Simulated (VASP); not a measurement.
# Gd (Gadolinium): what a Hubbard U does to the moments

How do the moments of Gd (Gadolinium) change with U? The starting structure is a measured crystal structure from the Crystallography Open Database. The reference starts from ferromagnetic moments.

Main program and level: VASP 6.6.1; Kohn-Sham DFT with plane waves and PAW; PBEsol, PBEsol+U (Gd f 4 eV), PBEsol+U (Gd f 6 eV) and PBEsol+U (Gd f 8 eV).

## (1) Starting point

Symmetry: P6_3/mmc, No. 194, hexagonal system. Conventional cell: a = 3.636 Å, b = 3.636 Å, c = 5.783 Å, α = 90.00°, β = 90.00°, γ = 120.00°. Gd has 12 Gd at 3.57 to 3.64 Å nearest.

Structure file:

```xyz
2
Lattice="3.6360 0.0000 0.0000 -1.8180 3.1489 0.0000 0.0000 0.0000 5.7826" Properties=species:S:1:pos:R:3 pbc="T T T"
Gd    1.8180    1.0496    4.3369
Gd    0.0000    2.0992    1.4457
```

## (2) Run with PBEsol

PBEsol restores the gradient expansion of exchange and is tuned for the cells of solids.

The input, INCAR:

```
SYSTEM = Gd
PREC = Accurate
ENCUT = 420
EDIFF = 1E-07
NELM = 200
ISMEAR = 1
SIGMA = 0.15
LREAL = .FALSE.
ALGO = Normal
GGA = PS
NBANDS = 35
ISPIN = 2
MAGMOM = 8.4 8.4
LASPH = .TRUE.
LMAXMIX = 6
AMIX = 0.2
BMIX = 1E-04
AMIX_MAG = 0.8
BMIX_MAG = 1E-04
LORBIT = 11
LWAVE = .FALSE.
LCHARG = .FALSE.
KPAR = 4
```

The input, POSCAR:

```
Gd
1.0
    3.6360000000      0.0000000000      0.0000000000
   -1.8180000000      3.1488683682      0.0000000000
    0.0000000000      0.0000000000      5.7826000000
Gd
2
Direct
    0.6666666667      0.3333333333      0.7500000000
    0.3333333333      0.6666666667      0.2500000000
```

The input, KPOINTS:

```
Automatic mesh
0
Gamma
14 14 8
0 0 0
```

Potentials, in the order of the species: Gd (PBE family, release 64).

Command:

```sh
$ mpirun -np 4 vasp_std
```

The log of the run:

```text
[banner, memory and clock lines left out]
running    4 mpi-ranks, on    1 nodes
 distrk:  each k-point on    1 cores,    4 groups
 distr:  one band on    1 cores,    1 groups

 POSCAR found type information on POSCAR Gd
 POSCAR found :  1 types and       2 ions
|                                                                             |
|               ----> ADVICE to this user running VASP <----                  |
|                                                                             |
|     You enforced a specific xc type in the INCAR file but a different       |
|     [... a line on the potential file left out ...]
|     I HOPE YOU KNOW WHAT YOU ARE DOING!                                     |
|                                                                             |

 LDA part: xc-table for (Slater+PW92), standard interpolation
 POSCAR, INCAR and KPOINTS ok, starting setup
 FFT: planning ... GRIDC
 FFT: planning ... GRID_SOFT
 FFT: planning ... GRID
 WAVECAR not read
 entering main loop
       N       E                     dE             d eps       ncg     rms          rms(c)
DAV:   1     0.237297934560E+03    0.23730E+03   -0.10650E+04 24565   0.420E+03
DAV:   2     0.331333978473E+02   -0.20416E+03   -0.17821E+03 23505   0.385E+02
DAV:   3    -0.116610408829E+02   -0.44794E+02   -0.43036E+02 26431   0.136E+02
DAV:   4    -0.190934653985E+02   -0.74324E+01   -0.73496E+01 32246   0.478E+01
DAV:   5    -0.199332488134E+02   -0.83978E+00   -0.83611E+00 32296   0.161E+01    0.524E+01
DAV:   6    -0.234223781709E+02   -0.34891E+01   -0.77809E+00 26702   0.752E+01    0.374E+01
DAV:   7    -0.239773561730E+02   -0.55498E+00   -0.15534E+00 30581   0.160E+01    0.446E+01
DAV:   8    -0.240043858738E+02   -0.27030E-01   -0.21689E-01 32696   0.305E+00    0.591E+01
DAV:   9    -0.240275651273E+02   -0.23179E-01   -0.37440E-02 30037   0.168E+00    0.333E+01
DAV:  10    -0.240216184298E+02    0.59467E-02   -0.81874E-02 25694   0.381E+00    0.358E+00
DAV:  11    -0.240227472327E+02   -0.11288E-02   -0.78174E-03 31370   0.479E-01    0.393E+00
DAV:  12    -0.240228651423E+02   -0.11791E-03   -0.30101E-04 27405   0.143E-01    0.308E+00
DAV:  13    -0.240228705530E+02   -0.54107E-05   -0.23909E-04 26144   0.160E-01    0.192E+00
DAV:  14    -0.240228409132E+02    0.29640E-04   -0.49016E-04 24455   0.234E-01    0.656E-02
DAV:  15    -0.240228508416E+02   -0.99284E-05   -0.80662E-05 30311   0.532E-02    0.165E-01
DAV:  16    -0.240228505210E+02    0.32064E-06   -0.28506E-06 27421   0.104E-02    0.138E-01
DAV:  17    -0.240228505750E+02   -0.53990E-07   -0.41332E-07 22050   0.722E-03
   1 F= -.24022851E+02 E0= -.24025453E+02  d E =0.780627E-02  mag=    15.3552
```

It took 2.8 min on 4 MPI ranks of Intel Xeon Platinum 8488C (Sapphire Rapids), shared host; peak memory 1.6 GiB; 11 min of CPU time.

The logs omit lines about the potential files and the build; timing stands in the text.

OUTCAR, selected parts (step 2):

```text
ion  position               nearest neighbor table
   1  0.667  0.333  0.750-
   2  0.333  0.667  0.250-

  LATTYP: Found a hexagonal cell.
 ALAT       =     3.6360000000
 C/A-ratio  =     1.5903740374

 Subroutine GETGRP returns: Found 24 space group operations
 (whereof 12 operations were pure point group operations)

The static configuration has the point symmetry D_3d.
 The point group associated with its full space group is D_6h.

 Found    120 irreducible k-points:

   k-points           NKPTS =    120   k-points in BZ     NKDIM =    120   number of bands    NBANDS=     35

   dimension x,y,z NGX =    24 NGY =   24 NGZ =   40
   dimension x,y,z NGXF=    48 NGYF=   48 NGZF=   80

   ENCUT  =  420.0 eV  30.87 Ry    5.56 a.u.   6.08  6.08  9.66*2*pi/ulx,y,z

   NELECT =      36.0000    total number of electrons

 k-points in reciprocal lattice and weights: Automatic mesh
   0.00000000  0.00000000  0.00000000       0.001
   0.07142857  0.00000000  0.00000000       0.004
   0.14285714 -0.00000000  0.00000000       0.004
   0.21428571 -0.00000000  0.00000000       0.004
   0.28571429  0.00000000  0.00000000       0.004
   0.35714286 -0.00000000  0.00000000       0.004
   0.42857143 -0.00000000  0.00000000       0.004
   0.50000000  0.00000000  0.00000000       0.002
   0.07142857  0.07142857  0.00000000       0.004
[...]
0.28571429  0.28571429  0.50000000       0.004
   0.35714286  0.28571429  0.50000000       0.004

 average (electrostatic) potential at core
       1 -42.8522       2 -42.8522

 E-fermi :   2.8104

 spin component 1
 k-point     1 :       0.0000    0.0000    0.0000
  band No.  band energies     occupation
    ...
     20      -1.9615      1.00000
     21      -1.9615      1.00000
     22      -1.9315      1.00000
     23      -1.9264      1.00000
     24       0.3192      1.00000
     25       3.8566     -0.00000
     26       4.1170     -0.00000
     27       4.1170     -0.00000
     28       4.2867     -0.00000
     29       4.7445     -0.00000
    ...

 k-point     2 :       0.0714    0.0000    0.0000
  band No.  band energies     occupation
    ...
     20      -1.9651      1.00000
     21      -1.9629      1.00000
     22      -1.9366      1.00000
     23      -1.9310      1.00000
     24       0.4388      1.00000
     25       3.6869     -0.00000
     26       3.8081     -0.00000
     27       4.2368     -0.00000
     28       4.5191     -0.00000
     29       4.6302     -0.00000
    ...

 k-point     3 :       0.1429   -0.0000    0.0000
  band No.  band energies     occupation
    ...
     20      -1.9706      1.00000
     21      -1.9498      1.00000
     22      -1.9395      1.00000
     23      -1.8024      1.00000
     24       0.7647      1.00000
     25       3.2566     -0.00011
     26       3.3623     -0.00000
     27       4.2955     -0.00000
     28       4.5899     -0.00000
     29       4.8542     -0.00000
    ...

 k-point     4 :       0.2143   -0.0000    0.0000
  band No.  band energies     occupation
    ...
     21      -1.9697      1.00000
     22      -1.9421      1.00000
     23      -1.2783      1.00000
     24       1.1738      1.00000
     25       2.7284      0.89493
     26       2.9552     -0.02110
     27       3.9745     -0.00000
     28       4.5455     -0.00000
     29       4.6018     -0.00000
     30       5.1574     -0.00000
    ...

 k-point     5 :       0.2857    0.0000    0.0000
  band No.  band energies     occupation
    ...
     22      -1.9412      1.00000
     23      -0.6426      1.00000
     24       1.4002      1.00000
     25       2.2301      1.00000
     26       2.7413      0.84778
     27       3.8657     -0.00000
     28       4.2774     -0.00000
     29       4.2962     -0.00000
     30       5.9066      0.00000
     31       5.9191      0.00000
    ...

 k-point     6 :       0.3571   -0.0000    0.0000
  band No.  band energies     occupation
    ...
     22      -1.9397      1.00000
     23      -0.0143      1.00000
     24       1.3168      1.00000
     25       1.8350      1.00000
     26       2.6832      1.00133
     27       4.0555     -0.00000
     28       4.0711     -0.00000
     29       4.1149     -0.00000
     30       6.6791      0.00000
     31       6.7757      0.00000
    ...

  Total       -1.0234587     -1.0234587     -0.9410227      0.0000000     -0.0000000      0.0000000
  in kB      -24.7673397    -24.7673397    -22.7724170      0.0000000     -0.0000000      0.0000000
  external PRESSURE =     -24.1023655 kB  Pullay stress =       0.0000000 kB

  energy-cutoff  :      420.00
  volume of cell :       66.21
      direct lattice vectors                 reciprocal lattice vectors
     3.636000000  0.000000000  0.000000000     0.275027503  0.158787203  0.000000000
    -1.818000000  3.148868368  0.000000000     0.000000000  0.317574405  0.000000000
     0.000000000  0.000000000  5.782600000     0.000000000  0.000000000  0.172932591

 POSITION                                       TOTAL-FORCE (eV/Angst)
 -----------------------------------------------------------------------------------
      1.81800      1.04962      4.33695        -0.000000     -0.000000      0.000000
     -0.00000      2.09925      1.44565         0.000000      0.000000      0.000000
 -----------------------------------------------------------------------------------
    total drift:                                0.000000     -0.000000      0.000000

  FREE ENERGIE OF THE ION-ELECTRON SYSTEM (eV)
  ---------------------------------------------------
  free  energy   TOTEN  =       -24.0228505750 eV

  energy  without entropy=      -24.0306568479  energy(sigma->0) =      -24.02545267

 total charge
# of ion       s       p       d       f       tot
--------------------------------------------------
    1        2.072   5.545   0.576   6.974  15.167
    2        2.072   5.545   0.576   6.974  15.167
--------------------------------------------------
tot          4.144  11.090   1.152  13.948  30.334

 magnetization (x)
# of ion       s       p       d       f       tot
--------------------------------------------------
    1        0.005  -0.042   0.229   6.829   7.021
    2        0.005  -0.042   0.229   6.829   7.021
--------------------------------------------------
tot          0.009  -0.084   0.458  13.658  14.041

[... 6 further parts left out ...]
```

Another run with the same input but another start ends lower by 7 meV an atom, with moments of up to 6.9 μB that cancel in the cell; so the state that PBEsol gives here isn't the lowest. Experiment finds this crystal ferromagnetic, so at this level the order comes out wrong.

The PAW data sets were made with PBE, which is usual practice but a small mismatch for other functionals. At this level the cell is under a tension of 2.4 GPa, so at these settings it is away from equilibrium.

PBEsol: the moments inside the Gd spheres have a mean size of 7.02 μB, and the cell carries 15.36 μB, with no gap.

## (3) Run with PBEsol+U (Gd f 4 eV)

The U is chosen by hand, not computed for this crystal, and pushes the named shell towards whole occupations. Against step 2 the input has LDAU = .TRUE., LDAUTYPE = 2, LDAUL = 3, LDAUU = 4, LDAUJ = 0 and LDAUPRINT = 1.

INCAR, as its differences from that of step 2:

```diff
@@ -13,2 +13,8 @@
 MAGMOM = 8.4 8.4
+LDAU = .TRUE.
+LDAUTYPE = 2
+LDAUL = 3
+LDAUU = 4
+LDAUJ = 0
+LDAUPRINT = 1
 LASPH = .TRUE.
```

POSCAR is that of step 2.

KPOINTS is that of step 2.

Command:

```sh
$ mpirun -np 4 vasp_std
```

The log of the run:

```text
[banner, memory and clock lines left out]
running    4 mpi-ranks, on    1 nodes
[...]
[... a notice as in an earlier step ...]

 LDA part: xc-table for (Slater+PW92), standard interpolation
 POSCAR, INCAR and KPOINTS ok, starting setup
[...]
entering main loop
       N       E                     dE             d eps       ncg     rms          rms(c)
DAV:   1     0.247371909767E+03    0.24737E+03   -0.10681E+04 24575   0.426E+03
DAV:   2     0.379085173884E+02   -0.20946E+03   -0.18142E+03 22827   0.413E+02
DAV:   3    -0.723267456093E+01   -0.45141E+02   -0.43676E+02 26163   0.136E+02
DAV:   4    -0.150756206387E+02   -0.78429E+01   -0.77625E+01 32359   0.473E+01
[...]
DAV:  17    -0.235950922556E+02    0.38138E-06   -0.97613E-07 27888   0.415E-03    0.882E-02
DAV:  18    -0.235950921435E+02    0.11207E-06   -0.13676E-07 17965   0.352E-03    0.453E-02
DAV:  19    -0.235950922021E+02   -0.58584E-07   -0.25136E-07 17263   0.508E-03
   1 F= -.23595092E+02 E0= -.23595612E+02  d E =0.156021E-02  mag=    15.5452
```

The job ended after 3.5 min (4 MPI ranks; peak memory 1.6 GiB).

OUTCAR, selected parts (step 3):

```text
  Total       -0.9096806     -0.9096806     -0.7716437     -0.0000000      0.0000000      0.0000000
  in kB      -22.0139494    -22.0139494    -18.6735057     -0.0000000      0.0000000      0.0000000
  external PRESSURE =     -20.9004681 kB  Pullay stress =       0.0000000 kB

 POSITION                                       TOTAL-FORCE (eV/Angst)
 -----------------------------------------------------------------------------------
      1.81800      1.04962      4.33695        -0.000000      0.000000      0.000000
     -0.00000      2.09925      1.44565         0.000000     -0.000000      0.000000
 -----------------------------------------------------------------------------------
    total drift:                                0.000000     -0.000000      0.000000

  FREE ENERGIE OF THE ION-ELECTRON SYSTEM (eV)
  ---------------------------------------------------
  free  energy   TOTEN  =       -23.5950922021 eV

  energy  without entropy=      -23.5966524114  energy(sigma->0) =      -23.59561227

 magnetization (x)
# of ion       s       p       d       f       tot
--------------------------------------------------
    1        0.004  -0.045   0.240   6.912   7.111
    2        0.004  -0.045   0.240   6.912   7.111
--------------------------------------------------
tot          0.008  -0.089   0.479  13.823  14.222

[... 2 parts as in an earlier step ...]

[... 1 further part left out ...]
[key lines of the parts left out:]
E-fermi :   2.9000
```

PBEsol+U (Gd f 4 eV): the moments inside the Gd spheres have a mean size of 7.11 μB, and the cell carries 15.55 μB, with no gap.

## (4) Run with PBEsol+U (Gd f 6 eV)

Against step 2 the input has LDAU = .TRUE., LDAUTYPE = 2, LDAUL = 3, LDAUU = 6, LDAUJ = 0 and LDAUPRINT = 1.

INCAR, as its differences from that of step 3:

```diff
@@ -16,3 +16,3 @@
 LDAUL = 3
-LDAUU = 4
+LDAUU = 6
 LDAUJ = 0
```

POSCAR is that of step 3.

KPOINTS is that of step 3.

Command:

```sh
$ mpirun -np 4 vasp_std
```

The log of the run:

```text
[... set-up lines as in an earlier step ...]
 entering main loop
       N       E                     dE             d eps       ncg     rms          rms(c)
DAV:   1     0.252114934628E+03    0.25211E+03   -0.10700E+04 24604   0.429E+03
DAV:   2     0.401832921214E+02   -0.21193E+03   -0.18332E+03 22748   0.426E+02
DAV:   3    -0.506254129436E+01   -0.45246E+02   -0.43920E+02 25943   0.136E+02
DAV:   4    -0.130589377761E+02   -0.79964E+01   -0.79241E+01 32347   0.480E+01
[...]
DAV:  17    -0.234397032692E+02    0.29606E-06   -0.58047E-07 26367   0.425E-03    0.494E-02
DAV:  18    -0.234397030452E+02    0.22397E-06   -0.10240E-07 17725   0.286E-03    0.329E-02
DAV:  19    -0.234397030815E+02   -0.36264E-07   -0.11932E-07 13457   0.383E-03
   1 F= -.23439703E+02 E0= -.23440183E+02  d E =0.144097E-02  mag=    15.5598
```

It took 3.6 min on 4 MPI ranks; peak memory 1.5 GiB.

OUTCAR, selected parts (step 4):

```text
  Total       -0.8240188     -0.8240188     -0.6798439      0.0000000      0.0000000      0.0000000
  in kB      -19.9409638    -19.9409638    -16.4519821      0.0000000      0.0000000      0.0000000
  external PRESSURE =     -18.7779699 kB  Pullay stress =       0.0000000 kB

 POSITION                                       TOTAL-FORCE (eV/Angst)
 -----------------------------------------------------------------------------------
      1.81800      1.04962      4.33695         0.000000     -0.000000      0.000000
     -0.00000      2.09925      1.44565        -0.000000      0.000000      0.000000
 -----------------------------------------------------------------------------------
    total drift:                                0.000000     -0.000000      0.000000

  FREE ENERGIE OF THE ION-ELECTRON SYSTEM (eV)
  ---------------------------------------------------
  free  energy   TOTEN  =       -23.4397030815 eV

  energy  without entropy=      -23.4411440532  energy(sigma->0) =      -23.44018341

 magnetization (x)
# of ion       s       p       d       f       tot
--------------------------------------------------
    1        0.004  -0.045   0.240   6.920   7.119
    2        0.004  -0.045   0.240   6.920   7.119
--------------------------------------------------
tot          0.008  -0.090   0.480  13.840  14.239

[... 2 parts as in an earlier step ...]

[... 1 further part left out ...]
[key lines of the parts left out:]
E-fermi :   2.9110
```

PBEsol+U (Gd f 6 eV): the moments inside the Gd spheres have a mean size of 7.12 μB, and the cell carries 15.56 μB, with no gap.

## (5) Run with PBEsol+U (Gd f 8 eV)

Against step 2 the input has LDAU = .TRUE., LDAUTYPE = 2, LDAUL = 3, LDAUU = 8, LDAUJ = 0 and LDAUPRINT = 1.

INCAR, as its differences from that of step 4:

```diff
@@ -16,3 +16,3 @@
 LDAUL = 3
-LDAUU = 6
+LDAUU = 8
 LDAUJ = 0
```

POSCAR is that of step 4.

KPOINTS is that of step 4.

Command:

```sh
$ mpirun -np 4 vasp_std
```

The log of the run:

```text
[... set-up lines as in an earlier step ...]
 entering main loop
       N       E                     dE             d eps       ncg     rms          rms(c)
DAV:   1     0.256565167962E+03    0.25657E+03   -0.10711E+04 24607   0.431E+03
DAV:   2     0.424428111650E+02   -0.21412E+03   -0.18566E+03 22757   0.440E+02
DAV:   3    -0.294524835337E+01   -0.45388E+02   -0.44089E+02 25969   0.137E+02
DAV:   4    -0.110958252136E+02   -0.81506E+01   -0.80836E+01 32279   0.478E+01
[...]
DAV:  17    -0.232978113535E+02    0.15720E-06   -0.90648E-07 25997   0.548E-03    0.248E-02
DAV:  18    -0.232978111613E+02    0.19217E-06   -0.81387E-08 17637   0.312E-03    0.172E-02
DAV:  19    -0.232978112336E+02   -0.72272E-07   -0.54886E-08 11516   0.333E-03
   1 F= -.23297811E+02 E0= -.23298272E+02  d E =0.138257E-02  mag=    15.5683
```

Run time: 3.3 min. Hardware: 4 MPI ranks; peak memory 1.6 GiB.

Parts of OUTCAR (step 5):

```text
  Total       -0.7533182     -0.7533182     -0.6067095      0.0000000      0.0000000      0.0000000
  in kB      -18.2300350    -18.2300350    -14.6821557      0.0000000      0.0000000      0.0000000
  external PRESSURE =     -17.0474086 kB  Pullay stress =       0.0000000 kB

  FREE ENERGIE OF THE ION-ELECTRON SYSTEM (eV)
  ---------------------------------------------------
  free  energy   TOTEN  =       -23.2978112336 eV

  energy  without entropy=      -23.2991938080  energy(sigma->0) =      -23.29827209

 magnetization (x)
# of ion       s       p       d       f       tot
--------------------------------------------------
    1        0.004  -0.045   0.240   6.926   7.125
    2        0.004  -0.045   0.240   6.926   7.125
--------------------------------------------------
tot          0.008  -0.091   0.481  13.852  14.250

[... 3 parts as in an earlier step ...]

[... 1 further part left out ...]
[key lines of the parts left out:]
E-fermi :   2.9179
```

PBEsol+U (Gd f 8 eV): the moments inside the Gd spheres have a mean size of 7.12 μB, and the cell carries 15.57 μB, with no gap.

## (6) All runs side by side

```
                 run  mean size of the moment on Gd (μB)  cell (μB)  gap on the mesh (eV)  core minutes
              PBEsol                                7.02      15.36                  none          11.2
PBEsol+U (Gd f 4 eV)                                7.11      15.55                  none          13.9
PBEsol+U (Gd f 6 eV)                                7.12      15.56                  none          14.5
PBEsol+U (Gd f 8 eV)                                7.12      15.57                  none          13.3
```

Core minutes are wall time times ranks of the run shown, on a shared host.

## (7) What came out

| Quantity | Value |
| --- | --- |
| mean size of the moment on Gd, PBEsol | 7.02 μB |
| mean size of the moment on Gd, PBEsol+U (Gd f 4 eV) | 7.11 μB |
| mean size of the moment on Gd, PBEsol+U (Gd f 6 eV) | 7.12 μB |
| mean size of the moment on Gd, PBEsol+U (Gd f 8 eV) | 7.12 μB |

In words: In order of rising U the Gd moment is 7.02, 7.11, 7.12, 7.12 μB, and no run opens a gap in this ferromagnetic order. DFT+U can end in one of several states, and no search among them was made. Orbital moments aren't included. Moments are counted inside the PAW spheres, so the part between the atoms is missing from them. The magnetic order was set by hand and not searched for; longer or canted orders weren't tried. Another run with the same input but another start ends lower by 7 meV an atom, with moments of up to 6.9 μB that cancel in the cell; so the state that PBEsol gives here isn't the lowest. Experiment finds this crystal ferromagnetic, so at this level the order comes out wrong. Further runs on this material are not shown.

[Lines on the potential files, build, host, timing and source positions are cut from VASP's logs without a mark.]

[Logs are printed without paths, hosts, clocks, repeated set-up lines and the standing remarks that a program may print on its own settings, such as how far it seeks lower states.]

[Hosts, paths, dates, database ids (printed as entryN), source tags and the programs' standing remarks are cut or masked in the printed files.]
